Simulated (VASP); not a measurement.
VASP input:

### KPOINTS
```
Automatic mesh
0
Gamma
7 7 7
0 0 0
```

POSCAR:
```
SrO
1
    0.0000000000     2.5800000000     2.5800000000
    2.5800000000     0.0000000000     2.5800000000
    2.5800000000     2.5800000000     0.0000000000
Sr O
1 1
Direct
  0.0000000000   0.0000000000   0.0000000000
  0.5000000000   0.5000000000   0.5000000000
```

INCAR:
```
SYSTEM = SrO
PREC = Accurate
ENCUT = 520
EDIFF = 1E-6
NELM = 60
ALGO = Normal
LREAL = .FALSE.
LASPH = .TRUE.
ISMEAR = 0
SIGMA = 0.05
GGA = PE
LMAXMIX = 4
LWAVE = .FALSE.
LCHARG = .FALSE.
ISIF = 2
IMIX = 1
AMIX = 1.2
BMIX = 0.0001
```

POTCAR, in this order: Sr_sv O (PBE.64 set). Program: vasp_std.

Output of the run:

### standard output
```
...
DAV:  21    -0.183799803037E+04    0.12681E+03   -0.23666E+04   916   0.663E+02    0.282E+03
DAV:  22    -0.196805560204E+04   -0.13006E+03   -0.26673E+04   952   0.800E+02    0.285E+03
DAV:  23    -0.182931694864E+04    0.13874E+03   -0.23495E+04   924   0.661E+02    0.285E+03
DAV:  24    -0.193371357037E+04   -0.10440E+03   -0.26018E+04   960   0.782E+02    0.286E+03
DAV:  25    -0.183331206262E+04    0.10040E+03   -0.23627E+04   920   0.661E+02    0.286E+03
DAV:  26    -0.193931889139E+04   -0.10601E+03   -0.26196E+04   944   0.786E+02    0.285E+03
DAV:  27    -0.182791400886E+04    0.11140E+03   -0.23476E+04   908   0.660E+02    0.285E+03
DAV:  28    -0.194226044928E+04   -0.11435E+03   -0.26158E+04   960   0.781E+02    0.283E+03
DAV:  29    -0.183341044264E+04    0.10885E+03   -0.23612E+04   916   0.662E+02    0.283E+03
DAV:  30    -0.195351667247E+04   -0.12011E+03   -0.26335E+04   960   0.785E+02    0.287E+03
DAV:  31    -0.184317352906E+04    0.11034E+03   -0.23802E+04   924   0.666E+02    0.288E+03
DAV:  32    -0.195085960345E+04   -0.10769E+03   -0.26330E+04   952   0.791E+02    0.282E+03
DAV:  33    -0.183370478755E+04    0.11715E+03   -0.23598E+04   912   0.666E+02    0.281E+03
DAV:  34    -0.195797119133E+04   -0.12427E+03   -0.26495E+04   944   0.802E+02    0.283E+03
DAV:  35    -0.182835665235E+04    0.12961E+03   -0.23528E+04   916   0.663E+02    0.284E+03
DAV:  36    -0.194644400407E+04   -0.11809E+03   -0.26232E+04   960   0.786E+02    0.290E+03
DAV:  37    -0.182229912083E+04    0.12414E+03   -0.23686E+04   896   0.666E+02    0.290E+03
DAV:  38    -0.189870207544E+04   -0.76403E+02   -0.25562E+04   960   0.762E+02    0.280E+03
DAV:  39    -0.182259009671E+04    0.76112E+02   -0.23394E+04   928   0.658E+02    0.279E+03
DAV:  40    -0.194785693696E+04   -0.12527E+03   -0.26321E+04   960   0.794E+02    0.280E+03
DAV:  41    -0.182952436873E+04    0.11833E+03   -0.23500E+04   924   0.664E+02    0.280E+03
DAV:  42    -0.194440639666E+04   -0.11488E+03   -0.26269E+04   952   0.796E+02    0.280E+03
DAV:  43    -0.182750057260E+04    0.11691E+03   -0.23479E+04   920   0.662E+02    0.280E+03
DAV:  44    -0.195613389014E+04   -0.12863E+03   -0.26464E+04   952   0.786E+02    0.284E+03
DAV:  45    -0.183144947637E+04    0.12468E+03   -0.23587E+04   916   0.664E+02    0.284E+03
DAV:  46    -0.192796180251E+04   -0.96512E+02   -0.25990E+04   952   0.787E+02    0.282E+03
DAV:  47    -0.182424784059E+04    0.10371E+03   -0.23555E+04   928   0.661E+02    0.281E+03
DAV:  48    -0.194000588640E+04   -0.11576E+03   -0.26244E+04   952   0.785E+02    0.286E+03
DAV:  49    -0.184156437060E+04    0.98442E+02   -0.23706E+04   924   0.662E+02    0.288E+03
DAV:  50    -0.197359580191E+04   -0.13203E+03   -0.26641E+04   960   0.800E+02    0.292E+03
DAV:  51    -0.183649258138E+04    0.13710E+03   -0.23657E+04   908   0.665E+02    0.292E+03
DAV:  52    -0.192388594927E+04   -0.87393E+02   -0.25970E+04   952   0.784E+02    0.286E+03
DAV:  53    -0.183152240690E+04    0.92364E+02   -0.23509E+04   936   0.663E+02    0.286E+03
DAV:  54    -0.196912391376E+04   -0.13760E+03   -0.26659E+04   940   0.800E+02    0.284E+03
DAV:  55    -0.183795363909E+04    0.13117E+03   -0.23644E+04   920   0.663E+02    0.284E+03
DAV:  56    -0.195802402155E+04   -0.12007E+03   -0.26525E+04   944   0.787E+02    0.286E+03
DAV:  57    -0.184020413006E+04    0.11782E+03   -0.23657E+04   924   0.663E+02    0.286E+03
DAV:  58    -0.196106533669E+04   -0.12086E+03   -0.26463E+04   952   0.794E+02    0.288E+03
DAV:  59    -0.184326618349E+04    0.11780E+03   -0.23730E+04   916   0.669E+02    0.289E+03
DAV:  60    -0.194962135133E+04   -0.10636E+03   -0.26367E+04   952   0.785E+02

 -----------------------------------------------------------------------------
|                                                                             |
|           W    W    AA    RRRRR   N    N  II  N    N   GGGG   !!!           |
|           W    W   A  A   R    R  NN   N  II  NN   N  G    G  !!!           |
|           W    W  A    A  R    R  N N  N  II  N N  N  G       !!!           |
|           W WW W  AAAAAA  RRRRR   N  N N  II  N  N N  G  GGG   !            |
|           WW  WW  A    A  R   R   N   NN  II  N   NN  G    G                |
|           W    W  A    A  R    R  N    N  II  N    N   GGGG   !!!           |
|                                                                             |
|     The electronic self-consistency was not achieved in the given           |
|     number of steps (NELM). The forces and other quantities evaluated       |
|     might not be reliable so examine the results carefully. If you find     |
|     spurious results, we suggest increasing NELM, if you were close to      |
|     convergence or switching to a different ALGO or adjusting the           |
|     density mixing parameters otherwise.                                    |
|                                                                             |
 -----------------------------------------------------------------------------

   1 F= -.19496214E+04 E0= -.19496205E+04  d E =-.179914E-02
```

OUTCAR:
```
------------------------ aborting loop EDIFF was not reached (unconverged)  ----------------------------
  FORCE on cell =-STRESS in cart. coord.  units (eV):
  Direction    XX          YY          ZZ          XY          YZ          ZX
  --------------------------------------------------------------------------------------
  Total      505.0925846    505.0925846    505.0925846     -0.0000000     -0.0000000      0.0000000
  in kB    23560.9317609  23560.9317609  23560.9317609     -0.0000000     -0.0000000      0.0000000
  external PRESSURE =   23560.9317609 kB  Pullay stress =       0.0000000 kB
  volume of cell :       34.35
      direct lattice vectors                 reciprocal lattice vectors
     0.000000000  2.580000000  2.580000000    -0.193798450  0.193798450  0.193798450
     2.580000000  0.000000000  2.580000000     0.193798450 -0.193798450  0.193798450
     2.580000000  2.580000000  0.000000000     0.193798450  0.193798450 -0.193798450
  FREE ENERGIE OF THE ION-ELECTRON SYSTEM (eV)
  ---------------------------------------------------
  free  energy   TOTEN  =     -1949.6213513259 eV

  energy  without entropy=    -1949.6195521840  energy(sigma->0) =    -1949.62045175
```
(Selected blocks of OUTCAR.)

Q: Read the log: what went wrong, and how is it fixed?

A: The cause: simple mixing (IMIX = 1) with AMIX above 1 overshoots. The run did not converge; its last values are not results. Against the sound run, the energy per atom (σ→0) falls by 968.786 eV/atom; the pressure rises by 2353.74 GPa; the band gap drops by 3.37 eV. To mend it, remove IMIX, remove AMIX, remove BMIX.

The mended run (PBE GGA, plane waves, VASP's PBE PAW potentials (set 64)) converges, and its OSZICAR ends with
```
   1 F= -.12047999E+02 E0= -.12047999E+02  d E =-.129419E-10
```

The compound is SrO in the rock salt structure. The cell was not relaxed at this level.
